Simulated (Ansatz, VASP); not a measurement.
**Two plane-wave programs on NaAl**

```
Na Al
1.0
     3.61136    0.00000    0.00000
     0.00000    3.61136    0.00000
     0.00000    0.00000    3.61136
Na Al
1 1
Cartesian
  0.0000 0.0000 0.0000
  1.8057 1.8057 1.8057
```

Alike in both runs: functional PBE; k mesh 16 × 16 × 16; occupations gaussian, width 0.1 eV; no spin polarisation.

Ansatz relaxed the structure, and its values are those at the end. VASP's run is a single point on that final structure, the one shown.

```csv
,VASP,Ansatz
version,VASP 6.6.1,Ansatz 0.2.0
potentials or method,"VASP PAW PBE potentials, release 64 (Na_pv, Al)","scalar-relativistic, plane waves, PAW"
plane-wave cutoff (eV),520,420
valence electrons in the cell,10,12
```

Ansatz gave:

- gap on the k mesh at the Fermi level (eV): none
- pressure (GPa): 0.0

Question: Which values does VASP return?

Answer: gap on the k mesh at the Fermi level (eV): none; pressure (GPa): -0.1.

A gap of «none» marks a metal or a gap that the smearing closes. The two sets of potentials don't hold the same shells in valence.
